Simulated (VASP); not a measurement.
Consider the following.

```xyz
2
Lattice="0.0000 3.5530 3.5530 3.5530 0.0000 3.5530 3.5530 3.5530 0.0000" Properties=species:S:1:pos:R:3 pbc="T T T"
Ba     0.0000     0.0000     0.0000
Te     3.5530     3.5530     3.5530
```

Calculation: PBEsol GGA, VASP's PBE PAW potentials (set 64) (plane waves; VASP). Numerical set-up: 520 eV cut-off, 7×7×7 Γ-centred mesh, Gaussian smearing of 0.050 eV, potentials Ba_sv Te.

Problem. The job: BaTe (rock salt), 2 atoms, PBEsol, static run, 520 eV, 7×7×7 Γ-centred mesh. Roughly how much core time does it take on a busy server core?

Solution. About 40 core-seconds (one run on a shared machine, a rough figure). It had 20 irreducible k-points, 12 bands, up to 2442 plane waves and 13 electronic steps.

The compound is BaTe in the rock salt structure. This cell is one point of a volume scan, at 1.06 of the reference volume.
